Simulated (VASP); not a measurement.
## SnO (Romarchite): relaxation of cell and atoms with PBEsol

The system is SnO (Romarchite).

```
CELL_PARAMETERS angstrom
3.80394 0.00000 0.00000
0.00000 3.80394 0.00000
0.00000 0.00000 4.72780
ATOMIC_POSITIONS crystal
Sn 0.50000 0.00000 0.24468
Sn 0.00000 0.50000 0.75532
O 0.00000 0.00000 0.00000
O 0.50000 0.50000 0.00000
```

```
Program                : VASP 6.6.1
Task                   : relaxation of cell and atoms
Functional             : PBEsol
Potentials or basis    : VASP PAW PBE potentials, release 64 (Sn_d, O)
Cutoff                 : 600 eV
k mesh                 : 8 × 8 × 6
Occupations            : gaussian, width 0.03 eV
Spin                   : no spin polarisation
Further INCAR settings : ALGO = Normal; EDIFF = 1e-07; IBRION = 2; EDIFFG = -0.005; NSW = 90; ISIF = 3
```

```
Pressure after relaxing : 0.0 GPa
Band gap on the k mesh  : none (metal or under the smearing width)
```

Final structure:
```
Sn O
1.0
     3.80394    0.00000    0.00000
     0.00000    3.80394    0.00000
     0.00000    0.00000    4.72780
Sn O
2 2
Cartesian
  1.9020 0.0000 1.1568
  0.0000 1.9020 3.5710
  0.0000 0.0000 0.0000
  1.9020 1.9020 0.0000
```

Levels at points of the mesh, in eV from the Fermi level:
| k point | band 18 | band 19 | band 20 | band 21 | band 22 | band 23 |
| --- | --- | --- | --- | --- | --- | --- |
| (0.00, 0.00, 0.00) | -3.17 | -3.17 | 0.00 | 2.16 | 4.50 | 4.50 |
| (0.50, 0.00, 0.00) | -4.88 | -2.81 | -2.81 | 3.28 | 3.28 | 5.81 |
| (0.50, 0.50, 0.00) | -2.50 | -1.90 | -1.90 | -0.15 | -0.15 | 4.40 |
| (0.00, 0.00, 0.50) | -3.19 | -2.96 | -2.21 | 1.61 | 2.72 | 2.72 |
| (0.50, 0.00, 0.50) | -4.83 | -1.75 | -1.75 | 2.67 | 2.67 | 5.26 |
| (0.50, 0.50, 0.50) | -2.83 | -2.50 | -2.50 | 2.25 | 2.25 | 4.20 |

Wall time 87 s on 1 thread of Intel(R) Xeon(R) Platinum 8488C (Sapphire Rapids), with other jobs on the host, peak memory 0.24 GiB.

Caveat: the relaxation stopped at its first step, so nothing moved; the PAW data sets were made with another functional, which shifts forces and pressure a little.
